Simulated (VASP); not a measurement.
Level of theory: r2SCAN meta-GGA, VASP's PBE PAW potentials (set 64) (plane waves; VASP).

The input files of a VASP run:

**POSCAR**
```
Bi
1.0
  4.2322923588  -2.2770292733   0.0208504791
  4.2322923588   2.2770292733   0.0208504791
  2.9887811464   0.0000000000   3.7636130038
Bi
2
Cart
  2.6681962914  -0.0000000000   0.8864926452
  8.7851695726   0.0000000000   2.9188213168
```

KPOINTS:
```
Automatic mesh
0
Gamma
7 7 7
0 0 0
```

**INCAR**
```
SIGMA  =  0.05   ! width (eV)
ENCUT  =  500   ! plane-wave cut-off (eV)
LREAL  =  .FALSE.   ! projection in real space or not
LWAVE  =  .FALSE.
LMAXMIX  =  4   ! l cut-off of mixed one-centre charges
LMIXTAU  =  .TRUE.
NELM  =  100   ! most electronic steps
ALGO  =  Normal
METAGGA  =  R2SCAN
EDIFF  =  1E-6
LASPH  =  .TRUE.
IBRION  =  2   ! conjugate gradients
PREC  =  Accurate
ISIF  =  3   ! ions, shape and volume
ISMEAR  =  0
LCHARG  =  .FALSE.
SYSTEM  =  Bi
EDIFFG  =  -0.02   ! ionic stop
NSW  =  40
```

POTCAR, in this order: Bi_d (PBE.64 set). Program: vasp_std.

Task: Predict the energy per atom (σ→0), volume per atom.

Result: 
```
Quantity                        Result
---------------------  ---------------
energy per atom (σ→0)  -58.510 eV/atom
volume per atom         36.29 Å^3/atom
```

File OSZICAR:
```
...
DAV:   3    -0.117018703961E+03    0.12381E-02   -0.53481E-03  2156   0.101E+00    0.307E-02
DAV:   4    -0.117018627823E+03    0.76137E-04   -0.31049E-03  1672   0.407E-01    0.231E-02
DAV:   5    -0.117019172393E+03   -0.54457E-03   -0.19270E-04  1672   0.100E-01    0.117E-02
DAV:   6    -0.117019342746E+03   -0.17035E-03   -0.21327E-04  1672   0.103E-01    0.276E-03
DAV:   7    -0.117019344811E+03   -0.20651E-05   -0.16119E-05  1684   0.440E-02    0.181E-03
DAV:   8    -0.117019348975E+03   -0.41641E-05   -0.27218E-06  1338   0.226E-02    0.955E-04
DAV:   9    -0.117019349671E+03   -0.69580E-06   -0.84713E-07  1019   0.113E-02
   3 F= -.11701935E+03 E0= -.11701934E+03  d E =-.319690E-03
```

The compound is Bi in the a7 structure. This run relaxes it. Symmetry was kept, so distortions that lower it aren't found.
